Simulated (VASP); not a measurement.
Energy against volume of GdN (rock salt). All values below come from optB88-vdW, VASP's PBE PAW potentials (set 64) (plane waves; VASP). Numerical set-up: 520 eV cut-off, 9×9×9 Γ-centred mesh, Gaussian smearing of 0.050 eV, potentials Gd_3 N.

The 4f electrons are frozen in the core of the lanthanide potential, so 4f levels, which can set the real gap, and their magnetism are missing.

```tsv
V (Å³/atom)	E (eV/atom)
14.434	-6.20623
14.895	-6.23014
15.355	-6.23770
15.816	-6.23126
```

Task: Fit these four points and predict the energy of the run at 16.277 Å³/atom.

Result: A cubic in V^(−2/3), the third-order Birch-Murnaghan form, passes through the four points with V0 = 15.36 Å³/atom and B0 = 162 GPa, and gives -6.2128 eV/atom there. The run gave -6.2128 eV/atom, -0.0 meV/atom from the fit; all five points give B0 = 162 GPa.

The compound is GdN in the rock salt structure. It was relaxed first.
